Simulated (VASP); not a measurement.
A VASP calculation is set up with these files.

INCAR:
```
ALGO = Normal
EDIFF = 1E-6
EDIFFG = -0.02
ENCUT = 520
IBRION = 2
ISIF = 3
ISMEAR = 0
LASPH = .True.
LCHARG = .False.
LREAL = .False.
LWAVE = .False.
NELM = 100
NSW = 60
PREC = Accurate
SIGMA = 0.05
SYSTEM = C
```

File POSCAR:
```
C
1
    1.2245294726    -2.1189122068     0.0000000000
    1.2245294726     2.1189122068    -0.0000000000
    0.0000000000     0.0000000000     6.6091341069
C
4
Direct
  0.5832855360   0.4167144640   0.7547846921
  0.4167144640   0.5832855360   0.2452153079
  0.9167144640   0.0832855360   0.7547846921
  0.0832855360   0.9167144640   0.2452153079
```

### KPOINTS
```
Automatic mesh
0
G
  9 9 3
```

POTCAR, in this order: C (LDA.64 set). Program: vasp_std.

Write an equivalent input for Ansatz.

One equivalent input (not run):
Ansatz 0.2 input:
```yaml
crystal:
  lattice:
    - [1.2245295, -2.1189122, 0.0000000]
    - [1.2245295, 2.1189122, 0.0000000]
    - [0.0000000, 0.0000000, 6.6091341]
  atoms:
    - { symbol: C, position: [0.5832855, 0.4167145, 0.7547847] }
    - { symbol: C, position: [0.4167145, 0.5832855, 0.2452153] }
    - { symbol: C, position: [0.9167145, 0.0832855, 0.7547847] }
    - { symbol: C, position: [0.0832855, 0.9167145, 0.2452153] }
kpoints:
  mp_grid: { grid: [9, 9, 3] }
hamiltonian:
  xc: lda
  pseudopotentials: { kind: paw }
scf:
  occupations: { method: gaussian, width: 0.05 }
  max_iter: 100
relax:
  max_steps: 60
  f_tol: 0.02
  cell: {}
output: { forces: true, stress: true, eigenvalues: true }
```
The two are equivalent in intent, not identical: each code has its own PAW files, so the cut-off isn't converted (ENCUT is set for VASP's; basis.ecutwfc is left out, and Ansatz then takes the one that its files recommend); Ansatz stops its SCF on the density residual and VASP on the energy change (EDIFF); Ansatz's lda is the Perdew-Wang form, while the LDA potentials of VASP carry Perdew-Zunger's.

The structure comes from a computed database's C entry (Cmme); how it stands against other phases isn't given here. It was relaxed first, which changed the volume by -6 %. The start is the result of an earlier pass.
